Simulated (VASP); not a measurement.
An input for Quantum ESPRESSO's pw.x (written as the equivalent of a VASP run, and not itself run):

```
&CONTROL
  calculation = 'scf'
  pseudo_dir = './pseudo'
  outdir = './out'
  tprnfor = .true.
  tstress = .true.
/
&SYSTEM
  ibrav = 0
  nat = 2
  ntyp = 2
  ecutwfc = 82
  occupations = 'smearing'
  smearing = 'methfessel-paxton'
  degauss = 0.00735
  input_dft = 'pbesol'
/
&ELECTRONS
  conv_thr = 7.3e-09
  electron_maxstep = 100
/
ATOMIC_SPECIES
  Ag 107.868 Ag.upf
  Si 28.085 Si.upf
CELL_PARAMETERS angstrom
     4.0269907    0.0000001    0.0000000
    -2.0134947    3.4701247   -0.0000000
     0.0000000   -0.0000000    2.6510508
ATOMIC_POSITIONS crystal
  Ag   0.0000000  0.0000000  0.0000000
  Si   0.6666670  0.3333330  0.5000000
K_POINTS automatic
  10 10 12 0 0 0
```

### Question
Translate this input to VASP (INCAR, KPOINTS, POSCAR, choice of POTCAR).

### Answer
Several could match; the one computed here: 
**POSCAR**
```
SiAg
1
    4.0269906969     0.0000000905     0.0000000000
   -2.0134946941     3.4701247457    -0.0000000000
    0.0000000000    -0.0000000000     2.6510508159
Ag Si
1 1
Direct
  0.0000000000   0.0000000000   0.0000000000
  0.6666670000   0.3333330000   0.5000000000
```

**INCAR**
```
SYSTEM = SiAg
PREC = Accurate
ENCUT = 480
EDIFF = 1E-7
NELM = 100
ALGO = Normal
LREAL = .FALSE.
LASPH = .TRUE.
ISMEAR = 1
SIGMA = 0.1
GGA = PS
LMAXMIX = 4
LWAVE = .FALSE.
LCHARG = .FALSE.
ISIF = 2
```

### KPOINTS
```
Automatic mesh
0
Gamma
10 10 12
0 0 0
```

POTCAR, in this order: Ag Si (PBE.64 set). Program: vasp_std.

Limits of the translation: the potentials are each code's own (VASP's PAW set, PseudoDojo norm-conserving files in pw.x), so ENCUT and ecutwfc are chosen apart and not converted; conv_thr bounds pw.x's estimated SCF error, while EDIFF bounds the energy change between steps.

The structure was generated: SiAg was put into the WC type (P-6m2), which need not be its known phase. This cell was strained or had an atom moved on purpose.
